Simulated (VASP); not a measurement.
Computed with r2SCAN meta-GGA, VASP's PBE PAW potentials (set 64) (plane waves; VASP).

Input for VASP

**INCAR**
```
# general
SYSTEM  = SnSe2
PREC    = Accurate
ENCUT   = 400
LREAL   = F   # projection in real space or not
LASPH   = T   # aspherical one-centre terms

# electronic loop
EDIFF   = 1E-6   # SCF stop (eV)
NELM    = 100
ALGO    = Normal   # blocked Davidson
LMAXMIX = 4   # l cut-off of mixed one-centre charges
LMIXTAU = T

# smearing
ISMEAR  = 0   # Gaussian
SIGMA   = 0.05   # width (eV)

# functional
METAGGA = R2SCAN

# ions
IBRION  = 2   # conjugate gradients
NSW     = 60   # most ionic steps
ISIF    = 3   # ions, shape and volume
EDIFFG  = -0.02   # ionic stop

# output
LWAVE   = F
LCHARG  = F
```

KPOINTS:
```
kpoints
0
G
6 6 3
```

### POSCAR
```
SnSe2
1
    1.9159422433    -3.3185095250    -0.0000000000
    1.9159422433     3.3185095250     0.0000000000
   -0.0000000000     0.0000000000     6.2349520930
Sn Se
1 2
Direct
  1.0000000000   1.0000000000   0.0000000000
  0.3333330000   0.6666670000   0.2526164324
  0.6666670000   0.3333330000   0.7473835676
```

POTCAR, in this order: Sn_d Se (PBE.64 set). Program: vasp_std.

Question: What will the output report for the number of irreducible k-points (NKPTS), number of bands (NBANDS), largest plane-wave count, number of space-group operations, FFT grid (NGX, NGY, NGZ)?

Answer: 
```json
{
  "number of irreducible k-points (NKPTS)": "17",
  "number of bands (NBANDS)": "17",
  "largest_plane_wave_count": "1454",
  "number_of_space_group_operations": "12",
  "FFT grid (NGX, NGY, NGZ)": "28 × 28 × 42"
}
```

The compound is SnSe2 in the 1T layered structure. This run relaxes it. Symmetry was kept, so distortions that lower it aren't found. The start is the result of an earlier pass.
